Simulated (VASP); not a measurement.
**SbH3: relaxation of the atoms with PBE**

SbH3, in a box:

```
CELL_PARAMETERS angstrom
11.00000 0.00000 0.00000
0.00000 12.00000 0.00000
0.00000 0.00000 11.00000
ATOMIC_POSITIONS crystal
Sb 0.55130 0.46383 0.43949
H 0.58744 0.49912 0.58551
H 0.41580 0.40889 0.48423
H 0.48769 0.59435 0.41983
```

The cell isn't the ideal one: atoms moved at random, drawn with an rms of 0.02 Å.

```
Program                : VASP 6.6.1
Task                   : relaxation of the atoms
Functional             : PBE
Potentials or basis    : VASP PAW PBE potentials, release 64 (Sb, H)
Cutoff                 : 520 eV
k mesh                 : 1 × 1 × 1
Occupations            : gaussian, width 0.01 eV
Spin                   : no spin polarisation
Further INCAR settings : ALGO = Normal; EDIFF = 1e-07; IBRION = 2; EDIFFG = -0.005; NSW = 40
```

- Energy gained by relaxing: 3.2 meV/atom
- Ionic steps: 10
- Largest force after relaxing: 0.004 eV/Å
- Gap between the frontier levels: 5.43 eV

Forces on the atoms (eV/Å):
```
Sb   0.000 -0.001 -0.003
H   -0.002  0.000  0.001
H    0.002  0.003  0.000
H    0.000 -0.002  0.001
```

Step by step:
```
step  energy change (eV)  largest force (eV/Å)  pressure (GPa)
   1              0.0000                0.5922            0.05
   2             -0.0099                0.2225           -0.02
   3             -0.0114                0.0605            0.00
   4             -0.0117                0.0522            0.00
   5             -0.0126                0.0274            0.00
   6             -0.0126                0.0363            0.00
   7             -0.0128                0.0154            0.00
   8             -0.0128                0.0233            0.00
   9             -0.0128                0.0066            0.00
  10             -0.0128                0.0037            0.00
```

Final structure:
```xyz
4
Lattice="11.0000 0.0000 0.0000 0.0000 12.0000 0.0000 0.0000 0.0000 11.0000" Properties=species:S:1:pos:R:3 pbc="T T T"
Sb    6.0818    5.5751    4.8233
H     6.4718    5.9762    6.4633
H     4.5625    4.9135    5.3306
H     5.3484    7.1296    4.6024
```

Levels at points of the mesh, in eV from the valence-band top:
| k point | band 1 | band 2 | band 3 | band 4 | band 5 | band 6 | band 7 | band 8 |
| --- | --- | --- | --- | --- | --- | --- | --- | --- |
| (0.00, 0.00, 0.00) | -7.77 | -1.75 | -1.75 | 0.00 | 5.43 | 5.44 | 5.57 | 6.96 |

Wall time 11 min on 1 thread of Intel(R) Xeon(R) Platinum 8488C (Sapphire Rapids) (shared host), peak memory 1.2 GiB.

Caveat: spin-orbit coupling is left out, which moves the levels of the heavy elements.
